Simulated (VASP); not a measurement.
OSZICAR of a VASP run on LiH (rock salt):

File OSZICAR:
```
       N       E                     dE             d eps       ncg     rms          rms(c)
DAV:   1    -0.178143296156E+01   -0.17814E+01   -0.14635E+03   576   0.620E+02
DAV:   2    -0.629136123156E+01   -0.45099E+01   -0.42064E+01   864   0.631E+01
DAV:   3    -0.634476953366E+01   -0.53408E-01   -0.53408E-01   648   0.707E+00
DAV:   4    -0.634564175281E+01   -0.87222E-03   -0.87222E-03   786   0.693E-01
DAV:   5    -0.634564670125E+01   -0.49484E-05   -0.49484E-05   678   0.436E-02    0.270E+00
DAV:   6    -0.617593127380E+01    0.16972E+00   -0.14704E-01   672   0.172E+00    0.135E+00
DAV:   7    -0.611918262435E+01    0.56749E-01   -0.18584E-01   726   0.215E+00    0.205E-01
DAV:   8    -0.612046722299E+01   -0.12846E-02   -0.51076E-03   642   0.651E-01    0.378E-02
DAV:   9    -0.612043725834E+01    0.29965E-04   -0.24644E-04   852   0.871E-02    0.114E-02
DAV:  10    -0.612043647524E+01    0.78310E-06   -0.58637E-06   612   0.238E-02
   1 F= -.61204365E+01 E0= -.61204365E+01  d E =-.612044E+01
```

Question: Which electronic solver shows in the log?

Answer: It is blocked Davidson (ALGO = Normal, or the opening steps of other solvers). The INCAR had ALGO = Normal.

Question: Can the final energy be trusted as converged?

Answer: The run converged. It stopped with EDIFF = 1E-6, NELM = 100, NSW = 60 and EDIFFG = -0.01 after 1 ionic step (PBEsol GGA, plane waves, VASP's PBE PAW potentials (set 64)).

The compound is LiH in the rock salt structure. It was relaxed first, which changed the volume by -7 %. The start is the result of an earlier pass.
